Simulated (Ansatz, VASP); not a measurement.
# CrCoOs2: VASP beside Ansatz

Aim: how closely do two programs agree when they are given the same cell, functional and k mesh? The cell is invented: As first built, before any earlier steps moved the atoms (in the runner's words): it takes the CrCoPt2 structure with some of its atoms replaced by other elements, volume scaled by an estimate. It may not be a known or stable phase. The cell is taken from a series of VASP runs on this material, whose earlier steps may have relaxed, scaled or displaced it; both programs get it as it stands.

Program: Ansatz 0.2.0. Level of theory: plane waves, with VASP 6.6.1 beside it; single point at PBE, DFT+U. Results are calculated unless marked as measured.

In doubt: warnings of the run leave room for a lower electronic state, so energies may not be the lowest and differences between runs may mislead.

## Step 1: The starting structure

The structure is tetragonal, space group P4/mmm (No. 123). Conventional cell: a = 3.794 Å, b = 3.794 Å, c = 3.979 Å, α = 90.00°, β = 90.00°, γ = 90.00°. Os has 4 Os at 2.68 Å and 4 Cr at 2.75 Å and 4 Co at 2.75 Å nearest. Nearest to Co lie 4 Cr at 2.68 Å and 8 Os at 2.75 Å. Nearest to Cr lie 4 Co at 2.68 Å and 8 Os at 2.75 Å. As first built, before any earlier steps moved the atoms (in the runner's words): sites of the CrCoPt2 structure (space group 123) filled with other elements, volume scaled by an estimate. Farther neighbours are not listed.

## Step 2: VASP: single point, PBE, DFT+U

With cell and atoms fixed, the geometry can't cause a difference; cores, projectors, grids and the points listed under the comparison can.

Lines of VASP's logs that name or quote its potential files are left out, and so is its time.

INCAR

```
SYSTEM = CrCoOs2
PREC = Accurate
ENCUT = 350
EDIFF = 1E-07
NELM = 150
ISMEAR = 0
SIGMA = 0.05
LREAL = .FALSE.
ALGO = Normal
GGA = PE
NBANDS = 23
ISPIN = 2
MAGMOM = 0 0 2 3
LDAU = .TRUE.
LDAUTYPE = 2
LDAUL = -1 2 2
LDAUU = 0 6 5
LDAUJ = 0 0 0
LDAUPRINT = 1
LASPH = .TRUE.
LMAXMIX = 4
LORBIT = 11
LWAVE = .FALSE.
LCHARG = .TRUE.
KPAR = 4
AMIX = 0.2
BMIX = 1E-04
AMIX_MAG = 0.8
BMIX_MAG = 1E-04
```

POSCAR

```
CrCoOs2
1.0
    3.7940938200      0.0000000000      0.0000000000
    0.0000000000      3.7940938200      0.0000000000
    0.0000000000      0.0000000000      3.9792518847
Os Co Cr
2 1 1
Direct
    0.0000000000      0.5000000000      0.5000000000
    0.5000000000      0.0000000000      0.5000000000
    0.5000000000      0.5000000000      0.0000000000
    0.0000000000      0.0000000000      0.0000000000
```

KPOINTS

```
Automatic mesh
0
Gamma
6 6 5
0 0 0
```

Potentials, in the order of the species: Os, Co and Cr (PBE family, release 64).

The run is started by

```bash
$ mpirun -np 4 vasp_std
```

Numbers of over 12 decimals in the logs are rounded to 6 here.

What it wrote:

```text
[banner, memory and clock lines left out]
running    4 mpi-ranks, on    1 nodes
 distrk:  each k-point on    1 cores,    4 groups
 distr:  one band on    1 cores,    1 groups

 POSCAR found type information on POSCAR OsCoCr
 POSCAR found :  3 types and       4 ions
 LDA part: xc-table for (Slater+PW92), standard interpolation
 POSCAR, INCAR and KPOINTS ok, starting setup
 FFT: planning ... GRIDC
 FFT: planning ... GRID_SOFT
 FFT: planning ... GRID
 WAVECAR not read
 entering main loop
       N       E                     dE             d eps       ncg     rms          rms(c)
DAV:   1     0.179060429661E+03    0.17906E+03   -0.10736E+04  2848   0.111E+03
DAV:   2    -0.121549158974E+02   -0.19122E+03   -0.17954E+03  2816   0.303E+02
DAV:   3    -0.301097733725E+02   -0.17955E+02   -0.16379E+02  3772   0.966E+01
DAV:   4    -0.310303241948E+02   -0.92055E+00   -0.90910E+00  3145   0.243E+01
DAV:   5    -0.310572264226E+02   -0.26902E-01   -0.26868E-01  3793   0.394E+00    0.225E+01
DAV:   6    -0.301395013249E+02    0.91773E+00   -0.12708E+01  4036   0.462E+01    0.201E+01
DAV:   7    -0.287826412416E+02    0.13569E+01   -0.51027E+00  4424   0.348E+01    0.116E+01
DAV:   8    -0.293441995527E+02   -0.56156E+00   -0.57486E+00  4059   0.291E+01    0.748E+00
DAV:   9    -0.296757849200E+02   -0.33159E+00   -0.58768E-01  4052   0.677E+00    0.531E+00
DAV:  10    -0.299174786976E+02   -0.24169E+00   -0.46918E-01  3886   0.654E+00    0.356E+00
DAV:  11    -0.301585567036E+02   -0.24108E+00   -0.55140E-01  4293   0.575E+00    0.220E+00
DAV:  12    -0.302282866606E+02   -0.69730E-01   -0.95562E-02  3570   0.548E+00    0.108E+00
DAV:  13    -0.302787942628E+02   -0.50508E-01   -0.39940E-02  4362   0.247E+00    0.700E-01
DAV:  14    -0.303082158563E+02   -0.29422E-01   -0.22410E-02  4358   0.193E+00    0.432E-01
DAV:  15    -0.303157320828E+02   -0.75162E-02   -0.79892E-03  4089   0.129E+00    0.266E-01
DAV:  16    -0.303179190693E+02   -0.21870E-02   -0.38399E-03  4076   0.841E-01    0.950E-02
DAV:  17    -0.303182727445E+02   -0.35368E-03   -0.73595E-04  3853   0.290E-01    0.612E-02
DAV:  18    -0.303182726606E+02    0.83985E-07   -0.10448E-04  3844   0.156E-01    0.375E-02
DAV:  19    -0.303182756432E+02   -0.29827E-05   -0.64405E-05  4468   0.138E-01    0.187E-02
DAV:  20    -0.303182836844E+02   -0.80411E-05   -0.11741E-05  4106   0.441E-02    0.893E-03
DAV:  21    -0.303182846227E+02   -0.93837E-06   -0.26041E-06  4467   0.214E-02    0.406E-03
DAV:  22    -0.303182847395E+02   -0.11679E-06   -0.42722E-07  2859   0.855E-03    0.292E-03
DAV:  23    -0.303182848799E+02   -0.14035E-06   -0.16701E-07  2114   0.591E-03    0.166E-03
DAV:  24    -0.303182849091E+02   -0.29191E-07   -0.10739E-07  1808   0.394E-03
   1 F= -.30318285E+02 E0= -.30315556E+02  d E =-.545773E-02  mag=     4.6446
```

Parts of OUTCAR (step 2):

```text
ion  position               nearest neighbor table
   1  0.000  0.500  0.500-   2 2.68   2 2.68   2 2.68   2 2.68   4 2.75   3 2.75   4 2.75   4 2.75
                             4 2.75   3 2.75   3 2.75   3 2.75
   2  0.500  0.000  0.500-   1 2.68   1 2.68   1 2.68   1 2.68   4 2.75   3 2.75   3 2.75   3 2.75
                             4 2.75   4 2.75   4 2.75   3 2.75
   3  0.500  0.500  0.000-   4 2.68   4 2.68   4 2.68   4 2.68   2 2.75   2 2.75   2 2.75   2 2.75
                             1 2.75   1 2.75   1 2.75   1 2.75
   4  0.000  0.000  0.000-   3 2.68   3 2.68   3 2.68   3 2.68   2 2.75   1 2.75   2 2.75   1 2.75
                             2 2.75   1 2.75   2 2.75   1 2.75

  LATTYP: Found a simple tetragonal cell.
 ALAT       =     3.7940938200
 C/A-ratio  =     1.0488016569

 Subroutine GETGRP returns: Found 16 space group operations
 (whereof 16 operations were pure point group operations)

The static configuration has the point symmetry D_4h.

 Found     30 irreducible k-points:

   k-points           NKPTS =     30   k-points in BZ     NKDIM =     30   number of bands    NBANDS=     23

   dimension x,y,z NGX =    24 NGY =   24 NGZ =   24
   dimension x,y,z NGXF=    48 NGYF=   48 NGZF=   48

   ENCUT  =  350.0 eV  25.72 Ry    5.07 a.u.   5.79  5.79  6.07*2*pi/ulx,y,z

   NELECT =      31.0000    total number of electrons

 k-points in reciprocal lattice and weights: Automatic mesh
   0.00000000  0.00000000  0.00000000       0.006
   0.16666667  0.00000000  0.00000000       0.022
   0.33333333  0.00000000  0.00000000       0.022
   0.50000000  0.00000000  0.00000000       0.011
   0.16666667  0.16666667  0.00000000       0.022
   0.33333333  0.16666667  0.00000000       0.044
   0.50000000  0.16666667  0.00000000       0.022
   0.33333333  0.33333333  0.00000000       0.022
   0.50000000  0.33333333  0.00000000       0.022
[...]
0.50000000  0.33333333  0.40000000       0.044
   0.50000000  0.50000000  0.40000000       0.011

atom =   3  type =  2  l = 2

 onsite density matrix

spin component  1

  0.9460  0.0000  0.0000  0.0000  0.0000
  0.0000  0.9042  0.0000  0.0000  0.0000
  0.0000  0.0000  0.9669  0.0000  0.0000
  0.0000  0.0000  0.0000  0.9042  0.0000
  0.0000  0.0000  0.0000  0.0000  0.9461

spin component  2

  0.9274 -0.0000 -0.0000  0.0000 -0.0000
 -0.0000  0.8207  0.0000 -0.0000 -0.0000
 -0.0000  0.0000  0.0336 -0.0000  0.0000
  0.0000 -0.0000 -0.0000  0.8207  0.0000
 -0.0000 -0.0000  0.0000  0.0000  0.0502

 occupancies and eigenvectors

  o =  0.0336  v =  0.0000  0.0000  0.0000  0.0000  0.0000  0.0000  0.0000 -1.0000  0.0000 -0.0000      0.0000  0.0000  0.0000  0.0000  0.0000  0.0000  0.0000  0.0000  0.0000  0.0000
  o =  0.0502  v =  0.0000  0.0000  0.0000  0.0000  0.0000  0.0000  0.0000  0.0000 -0.0000 -1.0000      0.0000  0.0000  0.0000  0.0000  0.0000  0.0000  0.0000  0.0000  0.0000  0.0000
  o =  0.8207  v =  0.0000  0.0000  0.0000  0.0000  0.0000  0.0000 -0.7583 -0.0000  0.6519  0.0000      0.0000  0.0000  0.0000  0.0000  0.0000  0.0000  0.0000  0.0000  0.0000  0.0000
  o =  0.8207  v =  0.0000  0.0000  0.0000  0.0000  0.0000  0.0000  0.6519  0.0000  0.7583 -0.0000      0.0000  0.0000  0.0000  0.0000  0.0000  0.0000  0.0000  0.0000  0.0000  0.0000
  o =  0.9042  v =  0.0000 -0.9931  0.0000  0.1175  0.0000  0.0000  0.0000  0.0000  0.0000  0.0000      0.0000  0.0000  0.0000  0.0000  0.0000  0.0000  0.0000  0.0000  0.0000  0.0000
  o =  0.9042  v =  0.0000 -0.1175  0.0000 -0.9931  0.0000  0.0000  0.0000  0.0000  0.0000  0.0000      0.0000  0.0000  0.0000  0.0000  0.0000  0.0000  0.0000  0.0000  0.0000  0.0000
  o =  0.9274  v =  0.0000  0.0000  0.0000  0.0000  0.0000  1.0000  0.0000  0.0000  0.0000  0.0000      0.0000  0.0000  0.0000  0.0000  0.0000  0.0000  0.0000  0.0000  0.0000  0.0000
  o =  0.9460  v =  1.0000  0.0000  0.0000  0.0000  0.0000  0.0000  0.0000  0.0000  0.0000  0.0000      0.0000  0.0000  0.0000  0.0000  0.0000  0.0000  0.0000  0.0000  0.0000  0.0000
[...]
-0.0000  0.7144 -0.0000  0.0000 -0.0000
  0.0000 -0.0000  0.9314 -0.0000 -0.0000
  0.0000  0.0000 -0.0000  0.7144  0.0000
 -0.0000 -0.0000 -0.0000  0.0000  0.8220

spin component  2

  0.0409 -0.0000  0.0000 -0.0000  0.0000
 -0.0000  0.0813 -0.0000  0.0000 -0.0000
  0.0000 -0.0000  0.0495 -0.0000 -0.0000
 -0.0000  0.0000 -0.0000  0.0813  0.0000
  0.0000 -0.0000 -0.0000  0.0000  0.0574

 occupancies and eigenvectors

  o =  0.0409  v =  0.0000  0.0000  0.0000  0.0000  0.0000  1.0000  0.0000 -0.0000  0.0000 -0.0000      0.0000  0.0000  0.0000  0.0000  0.0000  0.0000  0.0000  0.0000  0.0000  0.0000
  o =  0.0495  v =  0.0000  0.0000  0.0000  0.0000  0.0000 -0.0000 -0.0000 -1.0000 -0.0000 -0.0000      0.0000  0.0000  0.0000  0.0000  0.0000  0.0000  0.0000  0.0000  0.0000  0.0000
  o =  0.0574  v =  0.0000  0.0000  0.0000  0.0000  0.0000  0.0000 -0.0000 -0.0000  0.0000  1.0000      0.0000  0.0000  0.0000  0.0000  0.0000  0.0000  0.0000  0.0000  0.0000  0.0000
  o =  0.0813  v =  0.0000  0.0000  0.0000  0.0000  0.0000  0.0000 -0.3012  0.0000 -0.9536 -0.0000      0.0000  0.0000  0.0000  0.0000  0.0000  0.0000  0.0000  0.0000  0.0000  0.0000
  o =  0.0813  v =  0.0000  0.0000  0.0000  0.0000  0.0000  0.0000  0.9536 -0.0000 -0.3012  0.0000      0.0000  0.0000  0.0000  0.0000  0.0000  0.0000  0.0000  0.0000  0.0000  0.0000
  o =  0.7144  v =  0.0000  0.9944 -0.0000 -0.1059  0.0000  0.0000  0.0000  0.0000  0.0000  0.0000      0.0000  0.0000  0.0000  0.0000  0.0000  0.0000  0.0000  0.0000  0.0000  0.0000
  o =  0.7144  v =  0.0000  0.1059 -0.0000  0.9944 -0.0000  0.0000  0.0000  0.0000  0.0000  0.0000      0.0000  0.0000  0.0000  0.0000  0.0000  0.0000  0.0000  0.0000  0.0000  0.0000
  o =  0.8220  v =  0.0000  0.0000  0.0000 -0.0000 -1.0000  0.0000  0.0000  0.0000  0.0000  0.0000      0.0000  0.0000  0.0000  0.0000  0.0000  0.0000  0.0000  0.0000  0.0000  0.0000
  o =  0.9109  v =  1.0000  0.0000  0.0000  0.0000  0.0000  0.0000  0.0000  0.0000  0.0000  0.0000      0.0000  0.0000  0.0000  0.0000  0.0000  0.0000  0.0000  0.0000  0.0000  0.0000
  o =  0.9314  v =  0.0000 -0.0000 -1.0000 -0.0000 -0.0000  0.0000  0.0000  0.0000  0.0000  0.0000      0.0000  0.0000  0.0000  0.0000  0.0000  0.0000  0.0000  0.0000  0.0000  0.0000

 average (electrostatic) potential at core
       1 -44.5206       2 -44.5206       3 -80.5810       4 -39.9991

 E-fermi :   7.6862

 spin component 1
 k-point     1 :       0.0000    0.0000    0.0000
  band No.  band energies     occupation
    ...
     10       4.5985      1.00000
     11       4.5985      1.00000
     12       4.8143      1.00000
     13       6.1114      1.00000
     14       6.6542      1.00000
     15       7.9081      0.00000
     16       7.9081      0.00000
     17       8.7951      0.00000
     18       9.1359      0.00000
     19       9.4675      0.00000
    ...

 k-point     2 :       0.1667    0.0000    0.0000
  band No.  band energies     occupation
    ...
     11       4.6575      1.00000
     12       4.7728      1.00000
     13       5.7444      1.00000
     14       6.6059      1.00000
     15       7.0848      1.00000
     16       7.8369      0.00001
     17       8.0873      0.00000
     18       8.0942      0.00000
     19       9.1589      0.00000
     20       9.3191      0.00000
    ...

 k-point     3 :       0.3333    0.0000    0.0000
  band No.  band energies     occupation
    ...
     14       6.0491      1.00000
     15       6.1505      1.00000
     16       7.0474      1.00000
     17       7.3245      1.00000
     18       7.5928      0.99588
     19       7.6913      0.44264
     20       8.0975      0.00000
     21       8.1314      0.00000
     22       9.3159      0.00000
     23      13.5927      0.00000

 k-point     4 :       0.5000    0.0000    0.0000
  band No.  band energies     occupation
    ...
     17       6.8933      1.00000
     18       7.0417      1.00000
     19       7.1090      1.00000
     20       7.3688      1.00000
     21       7.6184      0.97254
     22       9.2773      0.00000
     23      15.5004      0.00000

 k-point     5 :       0.1667    0.1667    0.0000
  band No.  band energies     occupation
    ...
     12       4.8319      1.00000
     13       5.5829      1.00000
     14       6.3172      1.00000
     15       6.6547      1.00000
     16       7.2605      1.00000
     17       7.7907      0.00156
     18       8.0058      0.00000
     19       8.1184      0.00000
     20       8.9768      0.00000
     21       9.3046      0.00000
    ...

 k-point     6 :       0.3333    0.1667    0.0000
  band No.  band energies     occupation
    ...
     14       5.6329      1.00000
     15       5.9607      1.00000
     16       6.6527      1.00000
     17       7.0610      1.00000
     18       7.2210      1.00000
     19       8.0276      0.00000
     20       8.0358      0.00000
     21       8.9541      0.00000
     22       9.1589      0.00000
     23      13.0007      0.00000

  Total       -0.0212122     -0.0212122     -0.1218749      0.0000000     -0.0000000      0.0000000
  in kB       -0.5933052     -0.5933052     -3.4088454      0.0000000     -0.0000000      0.0000000
  external PRESSURE =      -1.5318186 kB  Pullay stress =       0.0000000 kB

  energy-cutoff  :      350.00
  volume of cell :       57.28
      direct lattice vectors                 reciprocal lattice vectors
     3.794093820  0.000000000  0.000000000     0.263567547  0.000000000  0.000000000
     0.000000000  3.794093820  0.000000000     0.000000000  0.263567547  0.000000000
     0.000000000  0.000000000  3.979251885     0.000000000  0.000000000  0.251303519

 POSITION                                       TOTAL-FORCE (eV/Angst)
 -----------------------------------------------------------------------------------
      0.00000      1.89705      1.98963         0.000000      0.000000      0.000000
      1.89705      0.00000      1.98963         0.000000      0.000000      0.000000
      1.89705      1.89705      0.00000         0.000000      0.000000      0.000000
      0.00000      0.00000      0.00000         0.000000      0.000000      0.000000
 -----------------------------------------------------------------------------------
    total drift:                                0.000000     -0.000000     -0.000000

  FREE ENERGIE OF THE ION-ELECTRON SYSTEM (eV)
  ---------------------------------------------------
  free  energy   TOTEN  =       -30.3182849091 eV

  energy  without entropy=      -30.3128271755  energy(sigma->0) =      -30.31555604

 total charge
# of ion       s       p       d       tot
------------------------------------------
    1        0.659   0.558   6.004   7.221
    2        0.659   0.558   6.004   7.221
    3        0.421   0.461   7.294   8.175
    4        0.424   0.528   4.374   5.327
--------------------------------------------------
tot          2.164   2.106  23.675  27.945

 magnetization (x)
# of ion       s       p       d       tot
------------------------------------------
    1       -0.039   0.001  -0.657  -0.695
    2       -0.039   0.001  -0.657  -0.695
    3        0.011   0.034   2.012   2.057
    4        0.051   0.064   3.767   3.881
--------------------------------------------------
tot         -0.017   0.100   4.466   4.549

[... 6 further parts left out ...]
```

The magnetic state follows from one typed start and may not be the lowest. The k-mesh is coarse for a metal. The data set Cr keeps the semicore shell frozen, which is cheaper and a little less accurate.

(Part 1 of 2 ends here.)

[Lines on the potential files, build, host, timing and source positions are cut from VASP's logs without a mark.]

[Logs are printed without paths, hosts, clocks, repeated set-up lines and the standing remarks that a program may print on its own settings, such as how far it seeks lower states.]

[Hosts, paths, dates, database ids (printed as entryN), source tags and the programs' standing remarks are cut or masked in the printed files.]
